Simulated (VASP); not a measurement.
Here is the system:

```
CELL_PARAMETERS angstrom
      2.09772    -5.18704     0.00000
      2.09772     5.18704     0.00000
      0.00000     0.00000     3.78702
ATOMIC_POSITIONS crystal
  Y  0.14022 0.85978 0.25000
  Y  0.85978 0.14022 0.75000
  Si 0.42391 0.57609 0.25000
  Si 0.57609 0.42391 0.75000
```

These are LDA (Ceperley-Alder, Perdew-Zunger), VASP's LDA PAW potentials (set 64) (plane waves; VASP) values and carry that method's errors. Settings: 400 eV cut-off, Gaussian smearing of 0.050 eV, potentials Y_sv Si.

Q: Give the energies of bands 10 to 18 at the high-symmetry points, in eV from the Fermi level.

A: 
```json
[
 {"band": "10", "Γ": "-6.00", "Y": "-6.66", "C0": "-5.32", "Z": "-7.99", "A0": "-7.84", "T": "-7.72", "S": "-5.36", "R": "-7.90"},
 {"band": "11", "Γ": "-2.73", "Y": "-2.02", "C0": "-4.41", "Z": "-2.96", "A0": "-3.41", "T": "-3.84", "S": "-4.08", "R": "-3.10"},
 {"band": "12", "Γ": "-2.27", "Y": "-2.00", "C0": "-2.39", "Z": "-2.96", "A0": "-3.41", "T": "-3.84", "S": "-2.84", "R": "-3.10"},
 {"band": "13", "Γ": "-1.62", "Y": "-1.85", "C0": "-2.17", "Z": "-2.13", "A0": "-1.94", "T": "-1.64", "S": "-2.38", "R": "-2.15"},
 {"band": "14", "Γ": "-1.34", "Y": "-1.12", "C0": "-1.79", "Z": "-2.13", "A0": "-1.94", "T": "-1.64", "S": "-1.73", "R": "-2.15"},
 {"band": "15", "Γ": "0.28", "Y": "-0.72", "C0": "0.63", "Z": "-0.94", "A0": "-0.20", "T": "-0.06", "S": "0.38", "R": "-0.36"},
 {"band": "16", "Γ": "0.87", "Y": "1.53", "C0": "0.70", "Z": "-0.94", "A0": "-0.20", "T": "-0.06", "S": "0.90", "R": "-0.36"},
 {"band": "17", "Γ": "1.78", "Y": "1.79", "C0": "1.34", "Z": "3.22", "A0": "2.42", "T": "1.61", "S": "1.42", "R": "3.25"},
 {"band": "18", "Γ": "2.63", "Y": "2.20", "C0": "1.70", "Z": "3.22", "A0": "2.42", "T": "1.61", "S": "2.33", "R": "3.26"}
]
```

It has no gap at this level: it comes out as a metal or semimetal.

The structure comes from a computed database's YSi entry (Cmcm); how it stands against other phases isn't given here. It was relaxed first, which changed the volume by -5 %.
